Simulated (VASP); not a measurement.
A convergence study with VASP on CaSe (rock salt): one setting is varied, all else stays as given below, so the limit is that of these other settings.

```
CELL_PARAMETERS angstrom
      0.00000     2.96000     2.96000
      2.96000     0.00000     2.96000
      2.96000     2.96000     0.00000
ATOMIC_POSITIONS crystal
  Ca 0.00000 0.00000 0.00000
  Se 0.50000 0.50000 0.50000
```

Level of theory: PBE GGA, VASP's PBE PAW potentials (set 64) (plane waves; VASP). The tightest run used: 550 eV cut-off, 13×13×13 Monkhorst-Pack mesh, Gaussian smearing of 0.050 eV, potentials Ca_sv Se.

The settings run are 1×1×1 mesh; 2×2×2 mesh; 3×3×3 mesh; 4×4×4 mesh; 5×5×5 mesh; 6×6×6 mesh; 7×7×7 mesh; 8×8×8 mesh; 9×9×9 mesh; 10×10×10 mesh; 11×11×11 mesh; 12×12×12 mesh; 13×13×13 mesh. From which on does the energy per atom stay within 0.005 eV/atom of the tightest run?

From 4×4×4 mesh on: it is off by 0.0002 there and by no more than 0.005 in any finer run, while 3×3×3 mesh is off by 0.0441.
```json
[
 {"setting": "1×1×1 mesh", "E (eV/atom)": "0.1834", "pressure (GPa)": "36.47", "irreducible k-points": "1", "difference judged (eV/atom)": "4.9243"},
 {"setting": "2×2×2 mesh", "E (eV/atom)": "-4.7623", "pressure (GPa)": "0.81", "irreducible k-points": "2", "difference judged (eV/atom)": "0.0214"},
 {"setting": "3×3×3 mesh", "E (eV/atom)": "-4.6968", "pressure (GPa)": "1.68", "irreducible k-points": "4", "difference judged (eV/atom)": "0.0441"},
 {"setting": "4×4×4 mesh", "E (eV/atom)": "-4.7411", "pressure (GPa)": "1.14", "irreducible k-points": "10", "difference judged (eV/atom)": "0.0002"},
 {"setting": "5×5×5 mesh", "E (eV/atom)": "-4.7391", "pressure (GPa)": "1.17", "irreducible k-points": "10", "difference judged (eV/atom)": "0.0018"},
 {"setting": "6×6×6 mesh", "E (eV/atom)": "-4.7409", "pressure (GPa)": "1.14", "irreducible k-points": "28", "difference judged (eV/atom)": "0.0000"},
 {"setting": "7×7×7 mesh", "E (eV/atom)": "-4.7408", "pressure (GPa)": "1.14", "irreducible k-points": "20", "difference judged (eV/atom)": "0.0001"},
 {"setting": "8×8×8 mesh", "E (eV/atom)": "-4.7409", "pressure (GPa)": "1.14", "irreducible k-points": "60", "difference judged (eV/atom)": "0.0000"},
 {"setting": "9×9×9 mesh", "E (eV/atom)": "-4.7409", "pressure (GPa)": "1.14", "irreducible k-points": "35", "difference judged (eV/atom)": "0.0000"},
 {"setting": "10×10×10 mesh", "E (eV/atom)": "-4.7409", "pressure (GPa)": "1.14", "irreducible k-points": "110", "difference judged (eV/atom)": "0.0000"},
 {"setting": "11×11×11 mesh", "E (eV/atom)": "-4.7409", "pressure (GPa)": "1.14", "irreducible k-points": "56", "difference judged (eV/atom)": "0.0000"},
 {"setting": "12×12×12 mesh", "E (eV/atom)": "-4.7409", "pressure (GPa)": "1.14", "irreducible k-points": "182", "difference judged (eV/atom)": "0.0000"},
 {"setting": "13×13×13 mesh", "E (eV/atom)": "-4.7409", "pressure (GPa)": "1.14", "irreducible k-points": "84", "difference judged (eV/atom)": "0.0000"}
]
```

Left out are rungs that failed or repeat a setting and relaxations that didn't move; long series are thinned to 24 rows.

The compound is CaSe in the rock salt structure. The cell was not relaxed at this level.
